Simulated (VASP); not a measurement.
Calculation: PBE GGA, VASP's PBE PAW potentials (set 64) (plane waves; VASP 6.6.1).

A VASP calculation is set up with these files.

### INCAR
```
LASPH = .TRUE.   # aspherical one-centre terms
ISMEAR = 1
LMAXMIX = 4   # l cut-off of mixed one-centre charges
NELM = 100   # most electronic steps
ISIF = 2   # forces and stress, cell fixed
LWAVE = .FALSE.
ISPIN = 2
GGA = PE
ENCUT = 400
LCHARG = .FALSE.
LORBIT = 10
SYSTEM = V
PREC = Accurate
ALGO = Normal   # blocked Davidson
SIGMA = 0.1   # width (eV)
LREAL = .FALSE.   # projection in real space or not
MAGMOM = 2.0 2.0
EDIFF = 1E-6   # SCF stop (eV)
```

File KPOINTS:
```
Automatic mesh
0
Gamma
14 14 14
0 0 0
```

File POSCAR:
```
V
3.5870270
 -0.6597115104   0.6597115104   0.3599465518
  0.6597115104  -0.6597115104   0.3599465518
  0.6597115104   0.6597115104  -0.3599465518
V
2
Cartesian
  0.0000000000   0.6597115104   0.1799732759
  0.0000000000   0.0000000000   0.0000000000
```

POTCAR, in this order: V_sv (PBE.64 set). Program: vasp_std.

What VASP printed:

**OSZICAR**
```
       N       E                     dE             d eps       ncg     rms          rms(c)
DAV:   1     0.258282395885E+03    0.25828E+03   -0.13463E+04 18624   0.133E+03
DAV:   2    -0.101334420234E+02   -0.26842E+03   -0.26371E+03 18877   0.451E+02
DAV:   3    -0.179073284143E+02   -0.77739E+01   -0.75848E+01 22169   0.884E+01
DAV:   4    -0.180153597178E+02   -0.10803E+00   -0.10733E+00 20811   0.975E+00
DAV:   5    -0.180165474974E+02   -0.11878E-02   -0.11876E-02 21281   0.110E+00    0.254E+01
DAV:   6    -0.168676001690E+02    0.11489E+01   -0.10697E+01 19880   0.308E+01    0.480E+00
DAV:   7    -0.169954538069E+02   -0.12785E+00   -0.52787E-01 20364   0.656E+00    0.387E+00
DAV:   8    -0.170205104075E+02   -0.25057E-01   -0.17928E-02 20102   0.161E+00    0.142E+00
DAV:   9    -0.170234271932E+02   -0.29168E-02   -0.12979E-02 19481   0.119E+00    0.533E-01
DAV:  10    -0.170244602026E+02   -0.10330E-02   -0.24818E-03 21311   0.487E-01    0.157E-01
DAV:  11    -0.170248001871E+02   -0.33998E-03   -0.28905E-04 19587   0.160E-01    0.713E-02
DAV:  12    -0.170248340259E+02   -0.33839E-04   -0.73508E-05 19914   0.638E-02    0.164E-02
DAV:  13    -0.170248346615E+02   -0.63565E-06   -0.56991E-06 15719   0.200E-02
   1 F= -.17024835E+02 E0= -.17025014E+02  d E =0.537709E-03  mag=     0.0014
```

**OUTCAR**
```
------------------------ aborting loop because EDIFF is reached ----------------------------------------
  FORCE on cell =-STRESS in cart. coord.  units (eV):
  Direction    XX          YY          ZZ          XY          YZ          ZX
  --------------------------------------------------------------------------------------
  Total       -1.1768982     -1.1768982     -0.8761732      0.0000000     -0.0000000      0.0000000
  in kB      -65.1987700    -65.1987700    -48.5389601      0.0000000     -0.0000000      0.0000000
  external PRESSURE =     -59.6455000 kB  Pullay stress =       0.0000000 kB
  volume of cell :       28.92
      direct lattice vectors                 reciprocal lattice vectors
    -2.366403000  2.366403000  1.291138000     0.000000000  0.211291145  0.387255274
     2.366403000 -2.366403000  1.291138000     0.211291145  0.000000000  0.387255274
     2.366403000  2.366403000 -1.291138000     0.211291145  0.211291145  0.000000000
 POSITION                                       TOTAL-FORCE (eV/Angst)
 -----------------------------------------------------------------------------------
      0.00000      2.36640      0.64557        -0.000000      0.000000      0.000000
      0.00000      0.00000      0.00000         0.000000     -0.000000     -0.000000
 -----------------------------------------------------------------------------------
    total drift:                                0.000000      0.000000     -0.000000
  FREE ENERGIE OF THE ION-ELECTRON SYSTEM (eV)
  ---------------------------------------------------
  free  energy   TOTEN  =       -17.0248346615 eV

  energy  without entropy=      -17.0253723709  energy(sigma->0) =      -17.02501390

 total charge

# of ion       s       p       d       tot
------------------------------------------
    1        2.330   6.180   3.157  11.666
    2        2.330   6.180   3.157  11.666
--------------------------------------------------
tot          4.659  12.360   6.314  23.333

 magnetization (x)

# of ion       s       p       d       tot
------------------------------------------
    1        0.000   0.000   0.001   0.001
    2        0.000   0.000   0.001   0.001
--------------------------------------------------
tot          0.000   0.000   0.001   0.001
```
(Selected blocks of OUTCAR.)

The structure was generated: V was put into the beta-Sn type (I4_1/amd), which need not be its known phase. The cell was not relaxed at this level.
